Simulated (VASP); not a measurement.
These are vdW-DF2, VASP's PBE PAW potentials (set 64) (plane waves; VASP) values and carry that method's errors.

VASP ran on this input.

INCAR:
```
SYSTEM=Zn
PREC=Accurate; ENCUT=520; LREAL=.FALSE.
LASPH=.TRUE.
EDIFF=1E-6; NELM=100; ALGO=Normal
LMAXMIX=4
ISMEAR=1; SIGMA=0.1
GGA=ML; LUSE_VDW=.TRUE.; AGGAC=0.0
ZAB_VDW=-1.8867
IBRION=2; NSW=60; ISIF=3
EDIFFG=-0.01
LWAVE=.FALSE.; LCHARG=.FALSE.
```

File KPOINTS:
```
Automatic mesh
0
Gamma
14 14 7
0 0 0
```

File POSCAR:
```
Zn
1.0
  1.3300000000  -2.3036280000   0.0000000000
  1.3300000000   2.3036280000   0.0000000000
  0.0000000000   0.0000000000   4.9500000000
Zn
2
Cartesian
  1.3300000000   0.7678775358   1.2375000000
  1.3300000000  -0.7678775358   3.7125000000
```

POTCAR, in this order: Zn (PBE.64 set). Program: vasp_std.

The resulting files:

### OSZICAR
```
...
DAV:   4     0.482069909086E+01    0.27984E-03   -0.55778E-05  4184   0.116E-01    0.267E-03
DAV:   5     0.482069767471E+01   -0.14161E-05   -0.78742E-06  3272   0.253E-02    0.165E-03
DAV:   6     0.482069649745E+01   -0.11773E-05   -0.73632E-07  2376   0.930E-03    0.996E-04
DAV:   7     0.482069662057E+01    0.12312E-06   -0.18874E-07  1560   0.729E-03
   5 F= 0.48206966E+01 E0= 0.48206075E+01  d E =-.141056E+00
       N       E                     dE             d eps       ncg     rms          rms(c)
DAV:   1     0.479380286384E+01   -0.26894E-01   -0.48841E-01  3512   0.705E+00    0.977E-01
DAV:   2     0.480886676275E+01    0.15064E-01   -0.25484E-02  3752   0.313E+00    0.568E-01
DAV:   3     0.481638140322E+01    0.75146E-02   -0.62877E-03  4208   0.127E+00    0.138E-01
DAV:   4     0.481659809513E+01    0.21669E-03   -0.14455E-03  3632   0.438E-01    0.397E-02
DAV:   5     0.481658887079E+01   -0.92243E-05   -0.21425E-04  3456   0.217E-01    0.177E-02
DAV:   6     0.481659475583E+01    0.58850E-05   -0.42400E-05  3176   0.124E-01    0.401E-03
DAV:   7     0.481659448424E+01   -0.27158E-06   -0.17267E-06  1800   0.239E-02
   6 F= 0.48165945E+01 E0= 0.48167179E+01  d E =-.410214E-02
       N       E                     dE             d eps       ncg     rms          rms(c)
DAV:   1     0.460028755165E+01   -0.21631E+00   -0.43568E+00  3488   0.211E+01    0.289E+00
DAV:   2     0.473284657817E+01    0.13256E+00   -0.23130E-01  3584   0.853E+00    0.168E+00
DAV:   3     0.479927888149E+01    0.66432E-01   -0.58948E-02  3872   0.358E+00    0.423E-01
DAV:   4     0.480168422022E+01    0.24053E-02   -0.12540E-02  3576   0.135E+00    0.116E-01
DAV:   5     0.480160759563E+01   -0.76625E-04   -0.17136E-03  3488   0.595E-01    0.452E-02
DAV:   6     0.480163129349E+01    0.23698E-04   -0.24853E-04  3256   0.300E-01    0.108E-02
DAV:   7     0.480163127102E+01   -0.22462E-07   -0.12420E-05  3696   0.631E-02    0.395E-03
DAV:   8     0.480163042148E+01   -0.84955E-06   -0.14757E-06  2560   0.122E-02
   7 F= 0.48016304E+01 E0= 0.48015949E+01  d E =-.190662E-01
       N       E                     dE             d eps       ncg     rms          rms(c)
DAV:   1     0.397211694224E+01   -0.82951E+00   -0.17000E+01  3496   0.417E+01    0.563E+00
DAV:   2     0.450009238204E+01    0.52798E+00   -0.87084E-01  3552   0.152E+01    0.327E+00
DAV:   3     0.476383201654E+01    0.26374E+00   -0.26376E-01  3496   0.659E+00    0.779E-01
DAV:   4     0.477048685113E+01    0.66548E-02   -0.47447E-02  3496   0.247E+00    0.243E-01
DAV:   5     0.477047956732E+01   -0.72838E-05   -0.53777E-03  3480   0.968E-01    0.819E-02
DAV:   6     0.477058921610E+01    0.10965E-03   -0.59581E-04  3560   0.479E-01    0.167E-02
DAV:   7     0.477058611307E+01   -0.31030E-05   -0.35045E-05  3592   0.913E-02    0.676E-03
DAV:   8     0.477058492139E+01   -0.11917E-05   -0.24709E-06  2744   0.133E-02    0.737E-04
DAV:   9     0.477058484216E+01   -0.79229E-07   -0.17062E-07  1680   0.456E-03
   8 F= 0.47705848E+01 E0= 0.47707913E+01  d E =-.501118E-01
       N       E                     dE             d eps       ncg     rms          rms(c)
DAV:   1     0.158611385896E+01   -0.31845E+01   -0.65055E+01  3528   0.816E+01    0.109E+01
DAV:   2     0.370306069378E+01    0.21169E+01   -0.33704E+00  3416   0.275E+01    0.629E+00
DAV:   3     0.475594476882E+01    0.10529E+01   -0.12190E+00  3368   0.126E+01    0.149E+00
DAV:   4     0.477561339218E+01    0.19669E-01   -0.20839E-01  3392   0.477E+00    0.553E-01
DAV:   5     0.477596385116E+01    0.35046E-03   -0.20171E-02  3304   0.151E+00    0.151E-01
DAV:   6     0.477639061061E+01    0.42676E-03   -0.86282E-04  3392   0.562E-01    0.295E-02
DAV:   7     0.477636387920E+01   -0.26731E-04   -0.12220E-04  3432   0.120E-01    0.153E-02
DAV:   8     0.477635963968E+01   -0.42395E-05   -0.12951E-05  3368   0.484E-02    0.209E-03
DAV:   9     0.477635936389E+01   -0.27579E-06   -0.14166E-06  2384   0.183E-02
   9 F= 0.47763594E+01 E0= 0.47764160E+01  d E =-.443373E-01
       N       E                     dE             d eps       ncg     rms          rms(c)
DAV:   1     0.397517288793E+01   -0.80119E+00   -0.17016E+01  3472   0.397E+01    0.545E+00
DAV:   2     0.449126544536E+01    0.51609E+00   -0.44542E-01  3424   0.884E+00    0.328E+00
DAV:   3     0.475428797119E+01    0.26302E+00   -0.37900E-01  4136   0.839E+00    0.354E-01
DAV:   4     0.475044239238E+01   -0.38456E-02   -0.51776E-02  3256   0.244E+00    0.249E-01
DAV:   5     0.475064773689E+01    0.20534E-03   -0.11636E-03  3728   0.566E-01    0.670E-02
DAV:   6     0.475066652682E+01    0.18790E-04   -0.12396E-04  3304   0.210E-01    0.149E-02
DAV:   7     0.475067051959E+01    0.39928E-05   -0.42302E-05  3784   0.971E-02    0.858E-03
DAV:   8     0.475067007788E+01   -0.44171E-06   -0.57343E-06  3272   0.331E-02
  10 F= 0.47506701E+01 E0= 0.47509571E+01  d E =-.700265E-01
       N       E                     dE             d eps       ncg     rms          rms(c)
DAV:   1     0.383371462181E+01   -0.91696E+00   -0.12601E+01  3304   0.630E+01    0.666E+00
DAV:   2     0.461503614693E+01    0.78132E+00   -0.30547E+00  3240   0.307E+01    0.238E+00
DAV:   3     0.471068875474E+01    0.95653E-01   -0.42683E-02  3560   0.220E+00    0.129E+00
DAV:   4     0.474967495795E+01    0.38986E-01   -0.27718E-02  3568   0.213E+00    0.102E-01
DAV:   5     0.474929519908E+01   -0.37976E-03   -0.46281E-03  3352   0.914E-01    0.444E-02
DAV:   6     0.474931628936E+01    0.21090E-04   -0.32569E-04  3288   0.305E-01    0.163E-02
DAV:   7     0.474931404670E+01   -0.22427E-05   -0.17919E-05  3896   0.740E-02    0.741E-03
DAV:   8     0.474931381185E+01   -0.23485E-06   -0.53826E-06  3240   0.400E-02
  11 F= 0.47493138E+01 E0= 0.47493513E+01  d E =-.135627E-02
       N       E                     dE             d eps       ncg     rms          rms(c)
DAV:   1     0.458828527010E+01   -0.16103E+00   -0.20354E+00  3448   0.236E+01    0.279E+00
DAV:   2     0.472635119504E+01    0.13807E+00   -0.65911E-01  3200   0.164E+01    0.935E-01
DAV:   3     0.474186825206E+01    0.15517E-01   -0.19585E-02  3680   0.231E+00    0.519E-01
DAV:   4     0.474826685512E+01    0.63986E-02   -0.34584E-03  4192   0.876E-01    0.492E-02
DAV:   5     0.474822533372E+01   -0.41521E-04   -0.62847E-04  3320   0.291E-01    0.220E-02
DAV:   6     0.474822471980E+01   -0.61392E-06   -0.29148E-05  3312   0.538E-02    0.548E-03
DAV:   7     0.474822466286E+01   -0.56933E-07   -0.73305E-06  3336   0.457E-02
  12 F= 0.47482247E+01 E0= 0.47483550E+01  d E =-.244542E-02
       N       E                     dE             d eps       ncg     rms          rms(c)
DAV:   1     0.474256847228E+01   -0.56562E-02   -0.73671E-02  3416   0.457E+00    0.525E-01
DAV:   2     0.474750936654E+01    0.49409E-02   -0.21910E-02  3256   0.293E+00    0.179E-01
DAV:   3     0.474806341581E+01    0.55405E-03   -0.48458E-04  3648   0.341E-01    0.980E-02
DAV:   4     0.474828482404E+01    0.22141E-03   -0.12538E-04  4080   0.165E-01    0.782E-03
DAV:   5     0.474828288810E+01   -0.19359E-05   -0.24532E-05  3312   0.577E-02    0.325E-03
DAV:   6     0.474828314817E+01    0.26007E-06   -0.60065E-07  1784   0.684E-03
  13 F= 0.47482831E+01 E0= 0.47484471E+01  d E =-.238693E-02
       N       E                     dE             d eps       ncg     rms          rms(c)
DAV:   1     0.474638776170E+01   -0.18951E-02   -0.24035E-02  3416   0.263E+00    0.298E-01
DAV:   2     0.474796994827E+01    0.15822E-02   -0.69311E-03  3240   0.163E+00    0.102E-01
DAV:   3     0.474815862637E+01    0.18868E-03   -0.13874E-04  3640   0.176E-01    0.560E-02
DAV:   4     0.474824107529E+01    0.82449E-04   -0.41352E-05  4088   0.931E-02    0.427E-03
DAV:   5     0.474824030697E+01   -0.76832E-06   -0.80353E-06  3240   0.331E-02
  14 F= 0.47482403E+01 E0= 0.47483847E+01  d E =-.242977E-02
```

**OUTCAR**
```
------------------------ aborting loop because EDIFF is reached ----------------------------------------
  FORCE on cell =-STRESS in cart. coord.  units (eV):
  Direction    XX          YY          ZZ          XY          YZ          ZX
  --------------------------------------------------------------------------------------
  Total        0.0103270      0.0103270      0.0114763      0.0000000      0.0000000      0.0000000
  in kB        0.4309424      0.4309426      0.4789059      0.0000000      0.0000000      0.0000000
  external PRESSURE =       0.4469303 kB  Pullay stress =       0.0000000 kB
  volume of cell :       38.39
      direct lattice vectors                 reciprocal lattice vectors
     1.343883690 -2.327675258  0.000000000     0.372056007 -0.214806597 -0.000000000
     1.343883690  2.327675258 -0.000000000     0.372056007  0.214806597 -0.000000000
     0.000000000  0.000000000  6.136913954     0.000000000  0.000000000  0.162948350
 POSITION                                       TOTAL-FORCE (eV/Angst)
 -----------------------------------------------------------------------------------
      1.34388      0.77589      1.53423        -0.000000     -0.000000     -0.000000
      1.34388     -0.77589      4.60269         0.000000      0.000000      0.000000
 -----------------------------------------------------------------------------------
    total drift:                               -0.000000      0.000095      0.000002
  FREE ENERGIE OF THE ION-ELECTRON SYSTEM (eV)
  ---------------------------------------------------
  free  energy   TOTEN  =         4.7482403070 eV

  energy  without entropy=        4.7486735961  energy(sigma->0) =        4.74838474

 reached required accuracy - stopping structural energy minimisation
```
(Selected blocks of OUTCAR.)

File CONTCAR:
```
Zn
   1.00000000000000
     1.3438836898409032   -2.3276752582827833    0.0000000000000000
     1.3438836898409032    2.3276752582827833   -0.0000000000000000
     0.0000000000000000    0.0000000000000000    6.1369139542353723
  Zn
     2
Direct
     0.3333330000000032    0.6666669999999968    0.2500000000000000
     0.6666669999999968    0.3333330000000032    0.7500000000000000
```

Energy and stress use the plane-wave basis of the starting cell.

The compound is Zn in the hcp structure. This run relaxes it. Symmetry was kept, so distortions that lower it aren't found.
